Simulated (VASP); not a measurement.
An input for Ansatz (written as the equivalent of a VASP run, and not itself run):

Ansatz 0.2 input:
```yaml
crystal:
  lattice:
    - [3.4233933, 0.0000000, 0.0000000]
    - [0.0000000, 3.4233933, 0.0000000]
    - [0.0000000, 0.0000000, 3.4233933]
  atoms:
    - { symbol: Fe, position: [0.0000000, 0.0000000, 0.0000000], spin: 2.7 }
    - { symbol: Ni, position: [0.0000000, 0.5000000, 0.5000000], spin: 0.6 }
    - { symbol: Ni, position: [0.5000000, 0.0000000, 0.5000000], spin: 0.6 }
    - { symbol: Ni, position: [0.5000000, 0.5000000, 0.0000000], spin: 0.6 }
kpoints:
  mp_grid: { grid: [9, 9, 9] }
hamiltonian:
  xc: lda
  pseudopotentials: { kind: paw }
magnetization: { spin_polarized: true }
scf:
  occupations: { method: methfessel_paxton, width: 0.1 }
  max_iter: 100
relax:
  max_steps: 40
  f_tol: 0.02
  cell: { p_target: 5 }
output: { forces: true, stress: true, eigenvalues: true }
```

**Question.** Translate this input to VASP (INCAR, KPOINTS, POSCAR, choice of POTCAR).

**Answer.** Several could match; the one computed here: 
### POSCAR
```
Ni3Fe
1
    3.4233932647     0.0000000000    -0.0000000000
   -0.0000000000     3.4233932647     0.0000000000
    0.0000000000     0.0000000000     3.4233932647
Fe Ni
1 3
Direct
  0.0000000000   0.0000000000   0.0000000000
  0.0000000000   0.5000000000   0.5000000000
  0.5000000000   0.0000000000   0.5000000000
  0.5000000000   0.5000000000   0.0000000000
```

### KPOINTS
```
Automatic mesh
0
Gamma
9 9 9
0 0 0
```

**INCAR**
```
EDIFF = 1E-6   # SCF stop (eV)
NSW = 40
LCHARG = .FALSE.
ISMEAR = 1   # Methfessel-Paxton
SIGMA = 0.1   # width (eV)
ALGO = Normal
ENCUT = 500   # plane-wave cut-off (eV)
EDIFFG = -0.02   # ionic stop
LREAL = .FALSE.
ISPIN = 2
LWAVE = .FALSE.
LORBIT = 10
NELM = 100   # most electronic steps
PREC = Accurate
SYSTEM = Ni3Fe
LASPH = .TRUE.   # aspherical one-centre terms
IBRION = 2   # conjugate gradients
LMAXMIX = 4
MAGMOM = 2.7 3*0.6
PSTRESS = 50   # kbar
ISIF = 3   # ions, shape and volume
```

POTCAR, in this order: Fe Ni (LDA.64 set). Program: vasp_std.

The two are equivalent in intent, not identical: each code has its own PAW files, so the cut-off isn't converted (ENCUT is set for VASP's; basis.ecutwfc is left out, and Ansatz then takes the one that its files recommend); Ansatz stops its SCF on the density residual and VASP on the energy change (EDIFF); Ansatz's lda is the Perdew-Wang form, while the LDA potentials of VASP carry Perdew-Zunger's.

The compound is Ni3Fe in the L1_2 structure. It was relaxed first under an external pressure of 5 GPa.
